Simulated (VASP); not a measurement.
OSZICAR of a VASP run on HfB₂ (AlB2 type):

**OSZICAR**
```
       N       E                     dE             d eps       ncg     rms          rms(c)
DAV:   1     0.331158576869E+02    0.33116E+02   -0.94817E+03  1920   0.147E+03
DAV:   2    -0.295603240822E+02   -0.62676E+02   -0.58876E+02  2440   0.262E+02
DAV:   3    -0.314690021911E+02   -0.19087E+01   -0.18763E+01  2516   0.343E+01
DAV:   4    -0.314862166195E+02   -0.17214E-01   -0.17203E-01  2308   0.328E+00
DAV:   5    -0.314863882995E+02   -0.17168E-03   -0.17164E-03  2500   0.271E-01    0.567E+01
DAV:   6    -0.290902259949E+02    0.23962E+01   -0.55412E+00  2276   0.156E+01    0.413E+01
DAV:   7    -0.290335830672E+02    0.56643E-01   -0.16172E+00  2412   0.889E+00    0.123E+01
DAV:   8    -0.289648299964E+02    0.68753E-01   -0.46972E-01  2284   0.490E+00    0.197E+00
DAV:   9    -0.289606269497E+02    0.42030E-02   -0.31134E-02  2220   0.140E+00    0.346E-01
DAV:  10    -0.289605628850E+02    0.64065E-04   -0.84412E-04  2348   0.258E-01    0.345E-01
DAV:  11    -0.289605600776E+02    0.28074E-05   -0.92874E-05  2300   0.749E-02    0.146E-01
DAV:  12    -0.289605572979E+02    0.27797E-05   -0.11109E-05  2364   0.275E-02    0.380E-02
DAV:  13    -0.289605572730E+02    0.24853E-07   -0.36880E-07  1332   0.585E-03
   1 F= -.28960557E+02 E0= -.28960536E+02  d E =-.289606E+02
```

Q: Which electronic solver shows in the log?

A: It is blocked Davidson (ALGO = Normal, or the opening steps of other solvers). The INCAR had ALGO = Normal.

Q: Can the final energy be trusted as converged?

A: Self-consistency was reached. It stopped with EDIFF = 1E-6, NELM = 100, NSW = 40 and EDIFFG = -0.02 after 1 ionic step (LDA (Ceperley-Alder, Perdew-Zunger), plane waves, VASP's LDA PAW potentials (set 64)).

The compound is HfB2 in the AlB2 type structure. It was relaxed first.
